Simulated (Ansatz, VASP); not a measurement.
**Cross-check of Ni3GeC between VASP and Ansatz**

One calculation is typed for both programs; each brings its own data sets. How far apart do they land? The cell is taken from a series of runs on this material, whose earlier steps may have relaxed, scaled, displaced or heated it; both programs get it as it stands.

Calculated with Ansatz 0.2.0; plane waves, with VASP 6.6.1 beside it; relaxation of cell and atoms at PBEsol.

### Step 1. Set-up

Symmetry: P4/mmm, No. 123, tetragonal system. Conventional cell: a = 3.755 Å, b = 3.755 Å, c = 7.589 Å, α = 90.00°, β = 90.00°, γ = 90.00°. Nearest to Ni lie 2 C at 1.89 Å and 4 Ge at 2.54 to 2.80 Å and 8 Ni at 2.54 to 2.80 Å. Nearest to Ni lie 2 C at 1.92 Å and 8 Ni at 2.54 Å and 4 Ge at 2.65 Å. Nearest to Ni lie 2 C at 1.88 Å and 4 Ge at 2.65 Å. Nearest to Ge lie 12 Ni at 2.65 to 2.80 Å. Ge has 12 Ni at 2.54 to 2.65 Å nearest. C has 6 Ni at 1.88 to 1.92 Å nearest. Farther neighbours are not listed.

Coordinates:

```cif
data_structure
_symmetry_space_group_name_H-M 'P 1'
_symmetry_Int_Tables_number 1
_cell_length_a 3.7547
_cell_length_b 3.7547
_cell_length_c 7.5890
_cell_angle_alpha 90.000
_cell_angle_beta 90.000
_cell_angle_gamma 90.000
_cell_volume 106.99
loop_
_atom_site_label
_atom_site_type_symbol
_atom_site_fract_x
_atom_site_fract_y
_atom_site_fract_z
_atom_site_occupancy
Ni1 Ni 0.00000 0.50000 0.22577 1
Ni2 Ni 0.00000 0.50000 0.77423 1
Ni3 Ni 0.50000 0.50000 0.00000 1
Ni4 Ni 0.50000 0.50000 0.50000 1
Ni5 Ni 0.50000 0.00000 0.22577 1
Ni6 Ni 0.50000 0.00000 0.77423 1
Ge7 Ge 0.00000 0.00000 0.50000 1
Ge8 Ge 0.00000 0.00000 0.00000 1
C9 C 0.50000 0.50000 0.25290 1
C10 C 0.50000 0.50000 0.74710 1
```

### Step 2. Ansatz: relaxation of cell and atoms, PBEsol, pair 1

Ansatz runs on its PAW soft_1 files.

The relaxed volume is the usual yardstick between codes: in a stiff, nearly cubic crystal its relative difference is about their pressure difference at one cell divided by the bulk modulus.

input.yaml

```yaml
crystal:
  lattice:
    - [3.7546826273, 0.0, 0.0]
    - [0.0, 3.7546826273, 0.0]
    - [0.0, 0.0, 7.588979979]
  atoms:
    - { symbol: Ni, position: [0.0, 0.5, 0.2257652296] }
    - { symbol: Ni, position: [0.0, 0.5, 0.7742347704] }
    - { symbol: Ni, position: [0.5, 0.5, 0.0] }
    - { symbol: Ni, position: [0.5, 0.5, 0.5] }
    - { symbol: Ni, position: [0.5, 0.0, 0.2257652296] }
    - { symbol: Ni, position: [0.5, 0.0, 0.7742347704] }
    - { symbol: Ge, position: [0.0, 0.0, 0.5] }
    - { symbol: Ge, position: [0.0, 0.0, 0.0] }
    - { symbol: C, position: [0.5, 0.5, 0.2529006199] }
    - { symbol: C, position: [0.5, 0.5, 0.7470993801] }
kpoints:
  mp_grid: { grid: [10, 10, 6] }
hamiltonian:
  xc: pbesol
  pseudopotentials: { kind: paw, azcp: { folder: soft_1 }, xc_functional: pbe }
scf:
  occupations: { method: methfessel_paxton, width: 0.2 }
output:
  forces: true
  stress: true
  eigenvalues: true
relax:
  adjacent_minimum: "off"
  f_tol: 0.001
  max_steps: 60
  cell: { stress_tol: 0.01 }
```

Launch:

```sh
> ansatz run input.yaml --threads 4 --pin off --max-ram 10240MiB --backend cpu --events-out ev --progress --plain --runs-dir out
```

Numbers of over 12 decimals in the logs are rounded to 6 here.

Log:

```text
Engine: ansatz 0.2.0, aarch64-unknown-linux-gnu
Pseudopotentials: kind: paw
Pseudopotential: Ni, paw, valence charge 18, recommended cutoff 420 eV (normal), soft_1/Ni.paw.azcp
Pseudopotential: Ge, paw, valence charge 14, recommended cutoff 420 eV (normal), soft_1/Ge.paw.azcp
Pseudopotential: C, paw, valence charge 4, recommended cutoff 420 eV (normal), soft_1/C.paw.azcp
Functional definition: PBEsol
  exchange = pbesol_x
  correlation = pbesol_c
Crystal: 10 atoms, lattice volume = 106.987 Å³
Basis set: ecut = 420 eV, 2073 PW (Γ), exchange–correlation on 54×54×108 points (8 copies of the dense FFT grid, shifted against one another)
Bands: 87, of which v1, the nominal top of the filled ones, is band 72 counted from 1 (71 counted from 0)
Symmetry: 16 space group operations
Space group: P4/mmm (ITA 123), of the structure as read, at distance tolerance 4.7e-5 Å
k-points: 84 of 600
Non-local potential: Ni, projectors of the file, l = 0: 3, l = 1: 2, l = 2: 3, l = 3: 1
Non-local potential: Ge, projectors of the file, l = 0: 2, l = 1: 2, l = 2: 3, l = 3: 1
Non-local potential: C, projectors of the file, l = 0: 2, l = 1: 2, l = 2: 1
PAW form: soft (Blöchl's): semilocal exchange-correlation on the pseudo side does not see the compensation charge
PAW frozen core: Ni, regenerated for the run's functional, and the local potential with it (the file was generated under x = pbe(κ = 0.804, μ = 0.219515), c = pbe(β = 0.066725))
PAW frozen core: Ge, regenerated for the run's functional, and the local potential with it (the file was generated under x = pbe(κ = 0.804, μ = 0.219515), c = pbe(β = 0.066725))
PAW frozen core: C, regenerated for the run's functional, and the local potential with it (the file was generated under x = pbe(κ = 0.804, μ = 0.219515), c = pbe(β = 0.066725))
PAW one-centre angular grid: Ni, 590 points (default); XC on 64 Gauss nodes
PAW one-centre angular grid: Ge, 590 points (default); XC on 64 Gauss nodes
PAW one-centre angular grid: C, 110 points (default); XC on 64 Gauss nodes
Initial density: superposition of atomic densities (chi_scale 0.1, normalization cell, long waves kept (reshape's long-wave potential 0.07 eV rms))
Initial wavefunctions: pseudopotential atomic-orbital guess
Functional: x = pbesol(κ = 0.804, μ = 0.123457), c = pbesol(β = 0.046)
SCF iter   1: F=—  HF=-43833.850117 eV  |F-HF|=—  |Δ(HF+E_count)|=         —  Δρ=1.15e-1  dr2=1.98e1  ethr=3.10e-3  ⟨swp⟩=5.0  Hψ=22161  notcnv=0  defer=41
preconditioner: auto → Kerker (q_TF=auto, 2.867 Å⁻¹)  [metal: Δε(μ)=0.012 eV  Ē_g=12.330 eV  σ=0.200 eV  W_gap=0.05  n_scr=38 (ndim 8)  ℏωp=35.2 eV  f_vac=0.000  D(μ)=3.24/eV (n_scr^D=16)]
SCF iter   2: F=—  HF=-43831.260798 eV  |F-HF|=—  |Δ(HF+E_count)|=    2.59e0  S|Δr|=    0.00e0  Δρ=4.41e-2  dr2=5.22e0  ethr=3.10e-3  ⟨swp⟩=2.6  Hψ=11212  notcnv=0  defer=552
SCF iter   3: F=—  HF=-43830.249765 eV  |F-HF|=—  |Δ(HF+E_count)|=    1.01e0  S|Δr|=    0.00e0  Δρ=1.98e-2  dr2=1.35e0  ethr=3.10e-3  ⟨swp⟩=2.0  Hψ=8621  notcnv=0  defer=557
SCF iter   4: F=—  HF=-43830.015840 eV  |F-HF|=—  |Δ(HF+E_count)|=   2.34e-1  S|Δr|=    0.00e0  Δρ=7.08e-3  dr2=7.47e-2  ethr=9.40e-4  ⟨swp⟩=2.0  Hψ=9967  notcnv=0  defer=567
SCF iter   5: F=—  HF=-43830.008674 eV  |F-HF|=—  |Δ(HF+E_count)|=   7.17e-3  S|Δr|=    0.00e0  Δρ=2.70e-3  dr2=1.38e-2  ethr=5.19e-5  ⟨swp⟩=2.0  Hψ=9760  notcnv=0  defer=567
SCF iter   6: F=—  HF=-43830.003325 eV  |F-HF|=—  |Δ(HF+E_count)|=   5.35e-3  S|Δr|=    0.00e0  Δρ=1.23e-3  dr2=3.38e-3  ethr=9.62e-6  ⟨swp⟩=2.0  Hψ=10591  notcnv=0  defer=567
SCF iter   7: F=—  HF=-43830.003409 eV  |F-HF|=—  |Δ(HF+E_count)|=   8.45e-5  S|Δr|=    0.00e0  Δρ=5.29e-4  dr2=1.38e-3  ethr=2.34e-6  ⟨swp⟩=2.1  Hψ=8373  notcnv=0  defer=567
SCF iter   8: F=—  HF=-43830.003250 eV  |F-HF|=—  |Δ(HF+E_count)|=   1.60e-4  S|Δr|=    0.00e0  Δρ=1.56e-4  dr2=9.85e-5  ethr=9.60e-7  ⟨swp⟩=1.8  Hψ=8338  notcnv=0  defer=567
SCF iter   9: F=—  HF=-43830.003184 eV  |F-HF|=—  |Δ(HF+E_count)|=   6.54e-5  S|Δr|=    0.00e0  Δρ=1.56e-4  dr2=1.89e-5  ethr=6.84e-8  ⟨swp⟩=2.1  Hψ=9743  notcnv=0  defer=568
SCF iter  10: F=—  HF=-43830.003182 eV  |F-HF|=—  |Δ(HF+E_count)|=   1.72e-6  S|Δr|=    0.00e0  Δρ=7.47e-5  dr2=6.47e-6  ethr=1.32e-8  ⟨swp⟩=2.2  Hψ=9680  notcnv=0  defer=568
SCF iter  11: F=—  HF=-43830.003182 eV  |F-HF|=—  |Δ(HF+E_count)|=   6.02e-7  S|Δr|=    0.00e0  Δρ=2.81e-5  dr2=1.06e-6  ethr=4.49e-9  ⟨swp⟩=2.1  Hψ=9585  notcnv=0  defer=568
SCF iter  12: F=-43830.003182 eV  HF=-43830.003182 eV  |F-HF|=8.22e-8  |Δ(HF+E_count)|=   7.89e-8  S|Δr|=    0.00e0  Δρ=9.13e-6  dr2=8.76e-8  ethr=6.94e-11  ⟨swp⟩=9.6  Hψ=35915  notcnv=0
SCF 1 converged in 12 iterations: F = -43830.003182 eV  dr2 = 8.76e-8
  greatest PAW one-centre occupation: 1.001 electrons in one spin orbital (limit 2), on the Ni atom at site 2 (counted from 0), in its partial waves of l = 1
[...]
Initial wavefunctions: pseudopotential atomic-orbital guess (no wavefunctions were taken with the density)
iter 1 solved again at ethr=6.75e-8 eV; its pass at ethr=3.10e-3 eV (dr2=9.72e-5 eV) is discarded
SCF iter   1: F=—  HF=-43830.003228 eV  |F-HF|=—  |Δ(HF+E_count)|=         —  Δρ=9.95e-7  dr2=9.77e-10  ethr=6.75e-8  ⟨swp⟩=3.0  Hψ=43584  notcnv=0
eigensolver tolerance schedule: the retry pair's looser diagonalisation over-reported the residual by 99435.33 of it (diagonalisation noise at an unbounded share of the residual, at the tolerance the schedule requests for it); recorded, not acted on — ethr = c·dr2/N_el stays at c = 1.0e-1
SCF iter   2: F=—  HF=-43830.003183 eV  |F-HF|=—  |Δ(HF+E_count)|=   4.51e-5  S|Δr|=    0.00e0  Δρ=5.85e-7  dr2=1.65e-10  ethr=1.00e-12  ⟨swp⟩=3.7  Hψ=20824  notcnv=0
SCF iter   3: F=—  HF=-43830.003183 eV  |F-HF|=—  |Δ(HF+E_count)|=  3.64e-11  S|Δr|=    0.00e0  Δρ=3.15e-7  dr2=5.54e-11  ethr=1.00e-12  ⟨swp⟩=1.0  Hψ=7308  notcnv=0
SCF iter   4: F=—  HF=-43830.003183 eV  |F-HF|=—  |Δ(HF+E_count)|=  1.46e-11  S|Δr|=    0.00e0  Δρ=6.93e-8  dr2=1.24e-11  ethr=1.00e-12  ⟨swp⟩=1.0  Hψ=7308  notcnv=0
SCF iter   5: F=—  HF=-43830.003183 eV  |F-HF|=—  |Δ(HF+E_count)|=  1.46e-11  S|Δr|=    0.00e0  Δρ=7.95e-8  dr2=7.64e-12  ethr=1.00e-12  ⟨swp⟩=5.5  Hψ=32053  notcnv=0
SCF iter   6: F=-43830.003183 eV  HF=-43830.003183 eV  |F-HF|=2.18e-11  |Δ(HF+E_count)|=  7.28e-12  S|Δr|=    0.00e0  Δρ=4.35e-8  dr2=2.91e-12  ethr=1.00e-12  ⟨swp⟩=3.8  Hψ=27993  notcnv=0
SCF 4 converged in 6 iterations: F = -43830.003183 eV  dr2 = 2.91e-12
relax step   4: F+E_penalty+E_count = -43830.00318272 eV  Δ(F+E_penalty+E_count) = -3.764e-6 eV  max|allowed force component| = 2.695e-4 eV/Å  Δτ_max = 0.0000 Å  P = -0.001 GPa  Ω = 106.991 Å³  stress off target by 1.37e-3 GPa  SCF on the basis re-selected at this cell (its energy is not comparable with the rows above)  (6 SCF iters)
basis re-selected at this cell: Δ(F+E_penalty+E_count) = -3.764e-6 eV, ΔP = +0.000 GPa vs the last step (what re-selecting the basis moved, of the pressure what is left beyond the Pulay correction that the steps carried, after the strain that the cell walked since its last selection, with what the two solves' SCF thresholds leave and, on support functions, any second-order correction that the steps lacked; it is no m [...]
SCF converged after 6 iterations
Stability not checked: this state was not tested for a lower state beside it, because cold or Methfessel-Paxton smearing, or corrected tetrahedra, fill the levels in a way that the test cannot read (fill_not_monotonic; see scf.lower_state_search)
Free energy (F): -43830.003183 eV
Harris-Foulkes:  -43830.003183 eV  (|F-HF|=2.18e-11)
Internal energy: -43830.005857 eV  (E = F + TS)
E sigma→0 (E₀):  -43830.003851 eV
Entropy (-TS):   0.002674 eV (0.267 meV/atom)
Fermi energy:    16.702935 eV
--- Per-component energies (eV) ---
  E_band       = -1925.122908
  E_kinetic    = 2411.273757
  E_local      = -22058.812006  (includes V_loc(G=0)·N_el)
  E_nonlocal   = -202.724058
  E_hartree    = 11619.054334
  E_xc         = -912.983032
  E_vxc        = -1124.003594  (∫ρ·V_xc dr)
  E_paw        = -13874.333957  (= ΣΔE_a)
  E_vpaw       = -4188.970789  (= ΣTr[D̂ρ^β])
  E_aug_tail   = 0.005253  (compensation charges beyond the density's cutoff)
  E_ewald      = -20814.547959
  E_core_change = 3.061812  (= ΣΔE_core)
  E_smearing   = 0.002674  (= −TS)
  E_closure    = 0.000000  (closes the sum)
  Σ components = -43830.003183   (vs F -43830.003183, Δ=0.00e0)
--- Forces (eV/Å), atoms counted from 1 ---
  atom   1  Ni    -0.00000000     0.00000000    -0.00023611
  atom   2  Ni    -0.00000000     0.00000000     0.00023611
  atom   3  Ni     0.00000000     0.00000000     0.00000000
  atom   4  Ni     0.00000000     0.00000000     0.00000000
  atom   5  Ni     0.00000000     0.00000000    -0.00023611
  atom   6  Ni     0.00000000     0.00000000     0.00023611
  atom   7  Ge     0.00000000     0.00000000     0.00000000
  atom   8  Ge     0.00000000     0.00000000     0.00000000
  atom   9  C      0.00000000     0.00000000     0.00026951
  atom  10  C      0.00000000     0.00000000    -0.00026951
  max |Σ_I F_I| component: 8.67e-19 eV/Å
--- Stress (GPa, compression-positive) ---
       -0.001365       0.000000       0.000000
        0.000000      -0.001365       0.000000
        0.000000       0.000000      -0.000803
  P = ⅓ Tr σ = -0.0012 GPa (-0.012 kbar)
--- Band table (eV; the first three rows and the last of 84) ---
  k-point 0: bands = [... 68 lower, 15.6950, 15.9223, 16.8811, 16.8811, 17.0202, 17.5436, 17.9673, 18.2935, ... 11 higher]
  k-point 1: bands = [... 68 lower, 15.6949, 15.8979, 16.7976, 16.7976, 17.0223, 17.3526, 18.1967, 18.3553, ... 11 higher]
  k-point 2: bands = [... 68 lower, 15.6949, 15.8271, 16.6168, 16.6168, 17.0478, 17.1918, 18.4314, 18.4942, ... 11 higher]
  k-point 83: bands = [... 68 lower, 15.9424, 15.9424, 15.9843, 15.9843, 16.8639, 16.9824, 17.7534, 18.0101, ... 11 higher]
--- Relaxed structure (3 steps of the walk, 3 accepted, 1 SCFs on fresh bases) ---
  F+E_penalty+E_count = -43830.00318272 eV   max|allowed force component| = 2.695e-4 eV/Å   (the final SCF, on the basis selected at the relaxed cell)
  cell:  # Å, volume = 106.9908 Å³
    - [3.754612, 0, 0.0]
    - [0, 3.754612, 0.0]
    - [0.0, 0.0, 7.589555]
  atoms:
    - { symbol: Ni, position: [0, 0.5, 0.225754] }
    - { symbol: Ni, position: [0, 0.5, 0.774246] }
    - { symbol: Ni, position: [0.5, 0.5, 0] }
    - { symbol: Ni, position: [0.5, 0.5, 0.5] }
    - { symbol: Ni, position: [0.5, 0, 0.225754] }
    - { symbol: Ni, position: [0.5, 0, 0.774246] }
    - { symbol: Ge, position: [0, 0, 0.5] }
    - { symbol: Ge, position: [0, 0, 0] }
    - { symbol: C, position: [0.5, 0.5, 0.252899] }
    - { symbol: C, position: [0.5, 0.5, 0.747101] }
```

Reading the cycles: dr2 is the Hartree energy of the density residual (eV), the measure of convergence; HF is the Harris–Foulkes estimate of the energy, which meets the free energy F at convergence.

(Part 1 of 3 ends here.)

[Lines on the potential files, build, host, timing and source positions are cut from VASP's logs without a mark.]

[Logs are printed without paths, hosts, clocks, repeated set-up lines and the standing remarks that a program may print on its own settings, such as how far it seeks lower states.]

[Hosts, paths, dates, database ids (printed as entryN), source tags and the programs' standing remarks are cut or masked in the printed files.]
